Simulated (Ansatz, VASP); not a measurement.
# Two plane-wave programs on BPd3Br

File POSCAR:

```
BPd3Br
1.0
    4.2073595100      0.0000000000      0.0000000000
    0.0000000000      4.2073595100      0.0000000000
    0.0000000000      0.0000000000      4.2073595100
B Pd Br
1 3 1
Direct
    0.5000000000      0.5000000000      0.5000000000
    0.0000000000      0.5000000000      0.5000000000
    0.5000000000      0.0000000000      0.5000000000
    0.5000000000      0.5000000000      0.0000000000
    0.0000000000      0.0000000000      0.0000000000
```

INCAR.step1

```
ALGO = Normal ; EDIFF = 1E-4
ENCUT = 520 ; GGA = PE
ISMEAR = 0 ; LASPH = T
LCHARG = F ; LREAL = F
LWAVE = T ; NBANDS = 28
NELM = 60 ; PREC = Accurate
SIGMA = 0.0151
```

Contents of INCAR.step2:

```
ALGO = Normal ; EDIFF = 1E-6
ENCUT = 520 ; ISIF = 2
ISMEAR = 0 ; ISTART = 1
LASPH = T ; LCHARG = F
LMIXTAU = T ; LREAL = F
LWAVE = F ; METAGGA = R2SCAN
NBANDS = 28 ; NELM = 60
PREC = Accurate ; SIGMA = 0.0151
```

File KPOINTS:

```
k-points
0
Gamma
  6 6 6
```

Input for Ansatz:

```yaml
crystal:
  lattice:
    - [4.20735951, 0.0, 0.0]
    - [0.0, 4.20735951, 0.0]
    - [0.0, 0.0, 4.20735951]
  atoms:
    - { symbol: B, position: [0.5, 0.5, 0.5] }
    - { symbol: Pd, position: [0.0, 0.5, 0.5] }
    - { symbol: Pd, position: [0.5, 0.0, 0.5] }
    - { symbol: Pd, position: [0.5, 0.5, 0.0] }
    - { symbol: Br, position: [0.0, 0.0, 0.0] }
  symmetry: { tolerance: 0.0003 }
kpoints:
  mp_grid: { grid: [6, 6, 6], shift: [0, 0, 0] }
  band_path:
    path:
      - [0.0, 0.0, 0.0]
      - [0.0, 0.5, 0.0]
      - [0.5, 0.5, 0.0]
      - [0.0, 0.0, 0.0]
      - [0.5, 0.5, 0.5]
      - [0.0, 0.5, 0.0]
      - [0.5, 0.5, 0.5]
      - [0.5, 0.5, 0.0]
    npoints: 20
magnetization:
  spin_polarized: false
scf:
  occupations: { method: gaussian, width: 0.0151 }
  lower_state_search: "off"
  max_iter: 200
hamiltonian:
  pseudopotentials: { kind: paw }
  xc: r2scan
basis:
  ecutwfc: 500
  fft_grid_basis: typed
output:
  forces: true
  stress: true
  eigenvalues: true
  bader: true
  populations: true
  elf: true
  write_potential: true
  volumetric_format: npy
  dos:
    e_range: [-12, 8]
    de: 0.05
    projected: { site_lists: { B: [B], Br: [Br], Pd: [Pd] } }
  write_density: true
checkpoint:
  read: saved_state
```

The cell was built by a generator and needn't be a form met in nature.

Alike in both runs: task single point; functional r2SCAN; k mesh 6 × 6 × 6; occupations gaussian, width 0.0151 eV; no spin polarisation.

```csv
,VASP,Ansatz
version,VASP 6.6.1,Ansatz 0.2.0
potentials or method,"VASP PAW PBE potentials, release 64 (B, Pd, Br)",PAW plane waves
plane-wave cutoff (eV),520,500
valence electrons in the cell,40,64
```

```csv
,VASP,Ansatz,Ansatz less VASP
pressure (GPa),5.5,5.1,-0.42
```

The functional is the same, so the differences come from potentials, cutoffs and numerics. The two sets of potentials don't hold the same shells in valence.

Caveats: the PAW data sets were made with another functional, which shifts forces and pressure a little (VASP).
